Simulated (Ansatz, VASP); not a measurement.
# Cross-check of Li3SeF between VASP and Ansatz, part 2 of 2

Aim: how closely do two programs agree when they are given the same cell, functional and k mesh? The cell is generated by rule, not measured, and may not be a known phase. Of the first pair: The cell is taken from a series of runs on this material, whose earlier steps may have relaxed, scaled, displaced or heated it; both programs get it as it stands.

VASP 6.6.1 and Ansatz 0.2.0.

So far: The starting structure; VASP: relaxation of cell and atoms, PBE, pair 1; Ansatz: relaxation of cell and atoms, PBE, pair 1.

## 4. Side by side

Known differences besides the potentials themselves: the data sets hold 32 valence electrons in Ansatz (on its PAW soft_1 files) and 22 in VASP; the cutoff is 420 eV in Ansatz and 750 eV in VASP; Ansatz adds a Pulay correction to the stress that steers its cell, VASP none. Total energies have different zeros and are not compared.

Compared:

```tsv
quantity	Ansatz	VASP	difference
volume (Å³)	63.80	63.45	+0.55 %
edge a after relaxation, in the typed setting (Å)	3.996	3.989	+0.18 %
```

## 5. VASP: relaxation of cell and atoms, PBE, pair 2

The relaxed volume is the usual yardstick between codes: in a stiff, nearly cubic crystal its relative difference is about their pressure difference at one cell divided by the bulk modulus. Its start cell is another than that of the pair before, and may be another structure of the material.

Input file INCAR:

```
SYSTEM = Li3SeF
PREC = Accurate
ENCUT = 750
EDIFF = 1E-07
NELM = 120
ISMEAR = 0
SIGMA = 0.02
LREAL = .FALSE.
ALGO = Normal
GGA = PE
NBANDS = 17
LORBIT = 11
LWAVE = .FALSE.
LCHARG = .FALSE.
ISIF = 3
IBRION = 2
NSW = 80
EDIFFG = -0.005
LASPH = .TRUE.
GGA_COMPAT = .FALSE.
NELMIN = 4
EFERMI = MIDGAP
KPAR = 2
```

Input file POSCAR:

```
Li3SeF
1.0
    3.9944705250      0.0000000000      0.0000000000
    0.0000000000      3.9944705250      0.0000000000
    0.0000000000      0.0000000000      3.9944705250
Se F Li
1 1 3
Direct
    0.0000000000      0.0000000000      0.0000000000
    0.5000000000      0.5000000000      0.5000000000
    0.5000000000      0.5000000000      0.0000000000
    0.5000000000      0.0000000000      0.5000000000
    0.0000000000      0.5000000000      0.5000000000
```

Input file KPOINTS:

```
Automatic mesh
0
Gamma
6 6 6
0 0 0
```

The projector-augmented-wave data sets are Se, F and Li_sv (PBE family, release 64).

Command:

```sh
> mpirun -np 2 vasp_std
```

Numbers of over 12 decimals in the logs are rounded to 6 here.

The program printed:

```text
[... set-up lines as in an earlier step ...]
 entering main loop
       N       E                     dE             d eps       ncg     rms          rms(c)
DAV:   1     0.154434919478E+03    0.15443E+03   -0.12959E+04   680   0.172E+03
DAV:   2    -0.522470357347E+01   -0.15966E+03   -0.15431E+03   835   0.376E+02
DAV:   3    -0.205283480762E+02   -0.15304E+02   -0.15224E+02  1293   0.817E+01
DAV:   4    -0.212672849123E+02   -0.73894E+00   -0.73855E+00   851   0.178E+01
[...]
DAV:  12    -0.204989745837E+02    0.18241E-05   -0.88376E-06   919   0.245E-02    0.433E-03
DAV:  13    -0.204989746256E+02   -0.41991E-07   -0.11546E-06   832   0.904E-03    0.127E-03
DAV:  14    -0.204989746926E+02   -0.66942E-07   -0.16788E-07   592   0.306E-03
   1 F= -.20498975E+02 E0= -.20498975E+02  d E =-.204990E+02
[...]
N       E                     dE             d eps       ncg     rms          rms(c)
DAV:   1    -0.204996747458E+02   -0.70012E-03   -0.99110E-03   747   0.775E-01    0.188E-01
[...]
DAV:   6    -0.204990919571E+02    0.11397E-06   -0.57833E-07   855   0.614E-03    0.147E-03
DAV:   7    -0.204990918655E+02    0.91640E-07   -0.67600E-08   380   0.167E-03
   2 F= -.20499092E+02 E0= -.20499092E+02  d E =-.117173E-03
 trial-energy change:   -0.000117  1 .order   -0.000120   -0.000165   -0.000074
 step:   2.2416(harm=  1.8035)  dis= 0.00000  next Energy=   -20.499133 (dE=-0.158E-03)
[...]
N       E                     dE             d eps       ncg     rms          rms(c)
DAV:   2    -0.204991708360E+02    0.83741E-03   -0.35675E-03   872   0.474E-01    0.648E-02
DAV:   3    -0.204991244166E+02    0.46419E-04   -0.18306E-04   800   0.965E-02    0.371E-02
DAV:   4    -0.204991096178E+02    0.14799E-04   -0.27198E-05   860   0.355E-02    0.154E-02
DAV:   5    -0.204991093111E+02    0.30665E-06   -0.88543E-06  1004   0.214E-02    0.406E-03
DAV:   6    -0.204991091459E+02    0.16524E-06   -0.90439E-07   875   0.767E-03    0.183E-03
DAV:   7    -0.204991090344E+02    0.11147E-06   -0.11118E-07   471   0.206E-03    0.407E-04
DAV:   8    -0.204991090263E+02    0.81063E-08   -0.19908E-08   347   0.110E-03
   3 F= -.20499109E+02 E0= -.20499109E+02  d E =-.134334E-03
[...]
reached required accuracy - stopping structural energy minimisation
```

OUTCAR, selected parts (step 5):

```text
  Total        0.0193708      0.0193708      0.0193708      0.0000000      0.0000000      0.0000000
  in kB        0.4893418      0.4893418      0.4893418      0.0000000      0.0000000      0.0000000
  external PRESSURE =       0.4893418 kB  Pullay stress =       0.0000000 kB

 POSITION                                       TOTAL-FORCE (eV/Angst)
 -----------------------------------------------------------------------------------
      0.00000      0.00000      0.00000         0.000000      0.000000      0.000000
      1.99397      1.99397      1.99397        -0.000000     -0.000000      0.000000
      1.99397      1.99397      0.00000         0.000000      0.000000      0.000000
      1.99397     -0.00000      1.99397         0.000000     -0.000000      0.000000
     -0.00000      1.99397      1.99397        -0.000000     -0.000000      0.000000
 -----------------------------------------------------------------------------------
    total drift:                                0.000000      0.000000      0.000000

  FREE ENERGIE OF THE ION-ELECTRON SYSTEM (eV)
  ---------------------------------------------------
  free  energy   TOTEN  =       -20.4991090263 eV

  energy  without entropy=      -20.4991090263  energy(sigma->0) =      -20.49910903

[... 2 parts as in an earlier step ...]

[... 2 further parts left out ...]
[key lines of the parts left out:]
E-fermi :   4.5600
```

## 6. Ansatz: relaxation of cell and atoms, PBE, pair 2

Its own start cell and the same functional, mesh and smearing now go to Ansatz, which takes its cutoff from its data sets.

The two relaxations start from unlike cells of this crystal, so only their ends are compared.

Input file input.yaml:

```yaml
crystal:
  lattice:
    - [4.2636, 0.0, 0.0]
    - [0.0, 4.2636, 0.0]
    - [0.0, 0.0, 4.2636]
  atoms:
    - { symbol: Se, position: [0.0, 0.0, 0.0] }
    - { symbol: F, position: [0.5, 0.5, 0.5] }
    - { symbol: Li, position: [0.5, 0.5, 0.0] }
    - { symbol: Li, position: [0.5, 0.0, 0.5] }
    - { symbol: Li, position: [0.0, 0.5, 0.5] }
kpoints:
  mp_grid: { grid: [6, 6, 6] }
hamiltonian:
  xc: pbe
  pseudopotentials: { kind: paw, azcp: { folder: soft_1 } }
scf:
  occupations: { method: gaussian, width: 0.02 }
output:
  forces: true
  stress: true
  eigenvalues: true
relax:
  adjacent_minimum: "off"
  f_tol: 0.005
  max_steps: 80
  cell: { stress_tol: 0.05 }
```

Command:

```sh
> ansatz run input.yaml --threads 8 --pin off --max-ram 16384MiB --backend cpu --events-out ev --progress --plain --runs-dir out
```

The program printed:

```text
[...]
Crystal: 5 atoms, lattice volume = 77.505 Å³
Basis set: ecut = 420 eV, 1503 PW (Γ), exchange–correlation on 60×60×60 points (8 copies of the dense FFT grid, shifted against one another)
Bands: 21, of which v1, the nominal top of the filled ones, is band 16 counted from 1 (15 counted from 0)
Symmetry: 48 space group operations
[...]
k-points: 20 of 216
[...]
--- Relaxed structure (6 steps of the walk, 6 accepted, 2 SCFs on fresh bases) ---
[...]
cell:  # Å, volume = 63.7993 Å³
    - [3.995814, 0, 0]
    - [0, 3.995814, 0]
    - [0, 0, 3.995814]
  atoms:
    - { symbol: Se, position: [0, 0, 0] }
    - { symbol: F, position: [0.500000, 0.500000, 0.500000] }
    - { symbol: Li, position: [0.500000, 0.500000, 0] }
    - { symbol: Li, position: [0.500000, 0, 0.500000] }
    - { symbol: Li, position: [0, 0.500000, 0.500000] }
[key lines of the parts left out:]
SCF converged after 8 iterations
Free energy (F): -6898.175417 eV
Fermi energy:    6.883987 eV
P = ⅓ Tr σ = -0.0020 GPa (-0.020 kbar)
```

## 7. Side by side

What differs besides the data sets and the points named for the pairs above, as far as they apply: the data sets hold 32 valence electrons in Ansatz (on its PAW soft_1 files) and 22 in VASP. Total energies have different zeros and are not compared.

The two programs side by side:

```tsv
quantity	Ansatz	VASP	difference
volume (Å³)	63.80	63.42	+0.59 %
edge a after relaxation, in the typed setting (Å)	3.996	3.988	+0.20 %
```

## 8. Results

```json
{
  "difference in volume (relaxation of cell and atoms, PBE, pair 1)": "0.55 %",
  "difference in volume (relaxation of cell and atoms, PBE, pair 2)": "0.59 %"
}
```

In words: The difference in volume is 0.59 % (relaxation of cell and atoms, PBE, pair 2), within the 1.2 % picked in this series as the mark of a large difference, as far as the stopping tolerances let one tell. The data sets hold unlike numbers of valence electrons (32 in Ansatz and 22 in VASP), so part of the differences comes from the potentials. Such differences can come from data sets, numerical settings and the points named under the comparisons, not from the functional's error against experiment.

[Lines on the potential files, build, host, timing and source positions are cut from VASP's logs without a mark.]

[Logs are printed without paths, hosts, clocks, repeated set-up lines and the standing remarks that a program may print on its own settings, such as how far it seeks lower states.]

[Hosts, paths, dates, database ids (printed as entryN), source tags and the programs' standing remarks are cut or masked in the printed files.]
